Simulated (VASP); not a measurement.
Crystal: MoS2.

```
Mo S
1.0
     3.16100    0.00000    0.00000
    -1.58050    2.73751    0.00000
     0.00000    0.00000   11.68025
Mo S
2 4
Direct
  0.33333 0.66667 0.25000
  0.66667 0.33333 0.75000
  0.66667 0.33333 0.38399
  0.66667 0.33333 0.11601
  0.33333 0.66667 0.88399
  0.33333 0.66667 0.61601
```

The cell was built by a generator and needn't be a form met in nature.

Base run:

| Item | Value |
| --- | --- |
| Program | VASP 6.6.1 |
| Functional | vdW-DF |
| Potentials or basis | VASP PAW PBE potentials, release 64 (Mo_sv, S) |
| Cutoff | 520 eV |
| k mesh | 8 × 8 × 2 |
| Occupations | fermi-dirac, width 0.05 eV |
| Spin | no spin polarisation |

Its results: band gap on the k mesh 0.73 eV, indirect (least direct gap 1.88 eV); pressure 10.2 GPa; largest force 0.165 eV/Å.

Q: After a change of settings the same cell gave: band gap on the k mesh 0.69 eV, indirect (least direct gap 1.87 eV); pressure 3.9 GPa; largest force 0.220 eV/Å. Which change was it?
A. functional from vdW-DF to optB88-vdW
B. functional from vdW-DF to PBE; dispersion from none to TS
C. functional from vdW-DF to PBE
D. functional from vdW-DF to rev-vdW-DF2

A: C.

Caveats: the PAW data sets were made with another functional, which shifts forces and pressure a little (some runs).
